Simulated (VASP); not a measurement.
```
CELL_PARAMETERS angstrom
      3.99000     0.00000     0.00000
      0.00000     3.99000     0.00000
      0.00000     0.00000     3.99000
ATOMIC_POSITIONS crystal
  Zr 0.00000 0.00000 0.00000
  Pt 0.00000 0.50000 0.50000
  Pt 0.50000 0.00000 0.50000
  Pt 0.50000 0.50000 0.00000
```

Computed with PBEsol GGA, VASP's PBE PAW potentials (set 64) (plane waves; VASP). Numerical set-up: 300 eV cut-off, 11×11×11 Γ-centred mesh, Gaussian smearing of 0.10 eV, potentials Zr_sv Pt.

Unless said otherwise, spin-orbit coupling is left out, though it shifts the bands of the heavy elements here.

### Question
What does the run give for the energy per atom (σ→0), band gap (on the k-mesh) with the smallest direct gap where there is one?

### Answer

```json
{
 "band gap (on the k-mesh)": "none (metal, semimetal or under 0.01 eV)",
 "energy per atom (σ→0)": "-8.553 eV/atom"
}
```

Only differences to runs with the same potentials and settings are physical.

The structure comes from a measured ZrPt3 entry of the Crystallography Open Database, whose conditions weren't checked. The cell was not relaxed at this level.
